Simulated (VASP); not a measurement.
```
CELL_PARAMETERS angstrom
      0.00000     3.22317     3.22317
      3.22317     0.00000     3.22317
      3.22317     3.22317     0.00000
ATOMIC_POSITIONS crystal
  Na 0.00000 0.00000 0.00000
  I  0.50000 0.50000 0.50000
```

These are r2SCAN meta-GGA, VASP's PBE PAW potentials (set 64) (plane waves; VASP 6.6.1) values and carry that method's errors. Numerical set-up: 400 eV cut-off, 7×7×7 Γ-centred mesh, Gaussian smearing of 0.050 eV, potentials Na_pv I.

Unless said otherwise, spin-orbit coupling is left out, though it shifts the bands of the heavy elements here.

Question: Predict the energy per atom (σ→0), band gap (on the k-mesh) with the smallest direct gap where there is one.

Answer: 
```
Quantity                                      Result
-----------------------------------  ---------------
band gap (on the k-mesh)                     4.48 eV
smallest direct gap (on the k-mesh)          4.48 eV
energy per atom (σ→0)                -15.544 eV/atom
```

The absolute energy has meaning only against runs of the same code, potentials and settings.

The compound is NaI in the rock salt structure. It was relaxed first. The start is the result of an earlier pass.
